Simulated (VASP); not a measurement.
VASP input:

File POSCAR:
```
MgB2
1
    1.5239899351    -2.6396275106     0.0000000000
    1.5239899351     2.6396275106     0.0000000000
    0.0000000000     0.0000000000     3.4471315238
Mg B
1 2
Direct
  0.0000000000   0.0000000000   0.0000000000
  0.3333330000   0.6666670000   0.5000000000
  0.6666670000   0.3333330000   0.5000000000
```

**INCAR**
```
# general
SYSTEM    =  MgB2
PREC      =  Accurate
ENCUT     =  520
LREAL     =  F
LASPH     =  T

# electronic loop
EDIFF     =  1E-7
NELM      =  100
ALGO      =  Normal

# smearing
ISMEAR    =  1
SIGMA     =  0.1

# functional
GGA       =  BO
LUSE_VDW  =  T
AGGAC     =  0.0
PARAM1    =  0.1833333333
PARAM2    =  0.22

# ions
IBRION    =  2
NSW       =  30
ISIF      =  4
EDIFFG    =  -0.01

# output
LWAVE     =  F
LCHARG    =  F
```

File KPOINTS:
```
Automatic mesh
0
gamma
 11 11 9
```

POTCAR, in this order: Mg B (PBE.64 set). Program: vasp_std.

Translate this optB88-vdW calculation to Quantum ESPRESSO's pw.x.

One equivalent input (not run):
```
&CONTROL
  calculation = 'vc-relax'
  pseudo_dir = './pseudo'
  outdir = './out'
  tprnfor = .true.
  tstress = .true.
  nstep = 30
  forc_conv_thr = 0.00039
/
&SYSTEM
  ibrav = 0
  nat = 3
  ntyp = 2
  ecutwfc = 84
  occupations = 'smearing'
  smearing = 'methfessel-paxton'
  degauss = 0.00735
  input_dft = 'vdw-df-obk8'
/
&ELECTRONS
  conv_thr = 7.3e-09
  electron_maxstep = 100
/
&IONS
/
&CELL
  cell_dofree = 'shape'
/
ATOMIC_SPECIES
  Mg 24.305 Mg.upf
  B 10.810 B.upf
CELL_PARAMETERS angstrom
     1.5239899   -2.6396275    0.0000000
     1.5239899    2.6396275    0.0000000
     0.0000000    0.0000000    3.4471315
ATOMIC_POSITIONS crystal
  Mg   0.0000000  0.0000000  0.0000000
  B    0.3333330  0.6666670  0.5000000
  B    0.6666670  0.3333330  0.5000000
K_POINTS automatic
  11 11 9 0 0 0
```
The two are equivalent in intent, not identical: the potentials are each code's own (VASP's PAW set, PseudoDojo norm-conserving files in pw.x), so ENCUT and ecutwfc are chosen apart and not converted; conv_thr bounds pw.x's estimated SCF error, while EDIFF bounds the energy change between steps; forc_conv_thr acts on force components and is met together with etot_conv_thr.

The compound is MgB2 in the AlB2 type structure. This cell is one point of a volume scan, at 0.97 of the reference volume. Symmetry was kept, so distortions that lower it aren't found.
